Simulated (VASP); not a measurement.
```yaml
crystal:
  lattice:
    - [3.61016, 0.00000, 0.00000]
    - [0.00000, 3.61016, 0.00000]
    - [0.00000, 0.00000, 3.61016]
  atoms:
    - { symbol: Mg, position: [0.00000, 0.00000, 0.00000] }
    - { symbol: Sn, position: [0.50000, 0.50000, 0.50000] }
```

The numbers are results of PBEsol GGA, VASP's PBE PAW potentials (set 64) (plane waves; VASP), not measurements. Run with 400 eV cut-off, Gaussian smearing of 0.050 eV, potentials Mg Sn_d.

Question: Give the energies of bands 6 to 11 at the high-symmetry points, in eV from the Fermi level.

Answer: 
```csv
band,Γ,X,M,R
6,-10.20,-8.25,-6.42,-4.58
7,1.16,-5.63,-3.59,-1.68
8,1.16,2.89,-3.59,-1.68
9,1.16,2.89,-1.19,-1.68
10,2.99,5.33,4.70,0.95
11,3.84,5.95,8.01,0.95
```

It has no gap at this level: it comes out as a metal or semimetal.

The structure comes from a computed database's MgSn entry (Pm-3m); how it stands against other phases isn't given here. It was relaxed first.
